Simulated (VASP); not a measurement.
An input for Quantum ESPRESSO's pw.x (written as the equivalent of a VASP run, and not itself run):

```
&CONTROL
  calculation = 'vc-relax'
  pseudo_dir = './pseudo'
  outdir = './out'
  tprnfor = .true.
  tstress = .true.
  nstep = 30
  forc_conv_thr = 0.00039
/
&SYSTEM
  ibrav = 0
  nat = 2
  ntyp = 1
  ecutwfc = 84
  occupations = 'smearing'
  smearing = 'methfessel-paxton'
  degauss = 0.00735
  input_dft = 'vdw-df2'
/
&ELECTRONS
  conv_thr = 7.3e-09
  electron_maxstep = 100
/
&IONS
/
&CELL
  cell_dofree = 'shape'
/
ATOMIC_SPECIES
  As 74.922 As.upf
CELL_PARAMETERS angstrom
     4.3773239   -1.8862218    0.2113572
     4.3773239    1.8862218    0.2113572
     3.4138057    0.0000000    3.3330762
ATOMIC_POSITIONS crystal
  As   0.2189892  0.2189892  0.2189892
  As   0.7810108  0.7810108  0.7810108
K_POINTS automatic
  11 11 11 0 0 0
```

Translate this input to VASP (INCAR, KPOINTS, POSCAR, choice of POTCAR).

Several could match; the one computed here: 
POSCAR:
```
As
1
    4.3773239183    -1.8862217569     0.2113571834
    4.3773239183     1.8862217569     0.2113571834
    3.4138056707     0.0000000000     3.3330762457
As
2
Direct
  0.2189892148   0.2189892148   0.2189892148
  0.7810107852   0.7810107852   0.7810107852
```

**INCAR**
```
! general
SYSTEM  =As
PREC    =Accurate
ENCUT   =520
LREAL   =.False.
LASPH   =.True.

! electronic loop
EDIFF   =1E-7
NELM    =100
ALGO    =Normal
LMAXMIX =4

! smearing
ISMEAR  =1
SIGMA   =0.1

! functional
GGA     =ML
LUSE_VDW=.True.
AGGAC   =0.0
ZAB_VDW =-1.8867

! ions
IBRION  =2
NSW     =30
ISIF    =4
EDIFFG  =-0.01

! output
LWAVE   =.False.
LCHARG  =.False.
```

**KPOINTS**
```
Automatic mesh
0
G
11 11 11
```

POTCAR, in this order: As (PBE.64 set). Program: vasp_std.

What does not carry over: the potentials are each code's own (VASP's PAW set, PseudoDojo norm-conserving files in pw.x), so ENCUT and ecutwfc are chosen apart and not converted; conv_thr bounds pw.x's estimated SCF error, while EDIFF bounds the energy change between steps; forc_conv_thr acts on force components and is met together with etot_conv_thr.

The compound is As in the a7 structure. This cell is one point of a volume scan, at 0.94 of the reference volume. Symmetry was kept, so distortions that lower it aren't found.
